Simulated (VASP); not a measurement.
Given:

```xyz
2
Lattice="0.0000 2.2976 2.2976 2.2976 0.0000 2.2976 2.2976 2.2976 0.0000" Properties=species:S:1:pos:R:3 pbc="T T T"
Ga     0.0000     0.0000     0.0000
N      1.1488     1.1488     1.1488
```

The numbers are results of PBE GGA, VASP's PBE PAW potentials (set 64) (plane waves; VASP), not measurements. Run with 520 eV cut-off, 10×10×10 Γ-centred mesh, Gaussian smearing of 0.050 eV, potentials Ga_d N.

**Question.** Give the stress tensor in GPa (positive for a compressed cell).

**Answer.** 
```
-4.80   0.00   0.00
 0.00  -4.80   0.00
 0.00   0.00  -4.80
```
The pressure is its mean diagonal, -4.80 GPa.

The compound is GaN in the zinc blende structure, a metastable form; wurtzite is the usual one. This cell is one point of a volume scan, at 1.03 of the reference volume.
